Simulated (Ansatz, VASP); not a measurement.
ZrTaZn4: VASP beside Ansatz

```
Zr Ta Zn
1.0
     0.00000    3.62561    3.62561
     3.62561    0.00000    3.62561
     3.62561    3.62561    0.00000
Zr Ta Zn
1 1 4
Direct
  0.25000 0.25000 0.25000
  0.00000 0.00000 0.00000
  0.62540 0.12379 0.62540
  0.62540 0.62540 0.12379
  0.62540 0.62540 0.62540
  0.12379 0.62540 0.62540
```

Alike in both runs: functional PBE; k mesh 4 × 4 × 4; occupations gaussian, width 0.1 eV; no spin polarisation.

Ansatz relaxed the structure, and its values are those at the end. VASP's run is a single point on that final structure, the one shown.

|  | VASP | Ansatz |
| --- | --- | --- |
| version | VASP 6.6.1 | Ansatz 0.2.0 |
| potentials or method | VASP PAW PBE potentials, release 64 (Zr_sv, Ta_pv, Zn) | scalar-relativistic, plane waves, PAW |
| plane-wave cutoff (eV) | 520 | 420 |
| valence electrons in the cell | 71 | 73 |

Ansatz gave:

| Property | Result |
| --- | --- |
| gap on the k mesh at the Fermi level (eV) | none |
| pressure (GPa) | 0.0 |

**Question.** Estimate VASP's values.

**Answer.** gap on the k mesh at the Fermi level (eV): none; pressure (GPa): 0.4.

A gap of «none» marks a metal or a gap that the smearing closes. The two sets of potentials don't hold the same shells in valence.

Caveats: the k mesh is coarse (spacing up to 0.38 Å⁻¹), so the values aren't converged. The runs have no spin-orbit coupling, so splittings on Ta are missing.
